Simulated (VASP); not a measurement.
Given:

```
Rh
1.0
    0.00000     1.91154     1.91154
    1.91154     0.00000     1.91154
    1.91154     1.91154     0.00000
Rh
1
Direct
  0.00000   0.00000   0.00000
```

Method: PBE GGA, VASP's PBE PAW potentials (set 64) (plane waves; VASP 6.6.1). Settings: 400 eV cut-off, Gaussian smearing of 0.050 eV, potentials Rh_pv.

Question: Predict the band gap (along the path) with the smallest direct gap where there is one.

Answer: 
```yaml
band gap (along the path): none (metal, semimetal or under 0.01 eV)
```

The compound is Rh in the fcc structure. It was relaxed first.
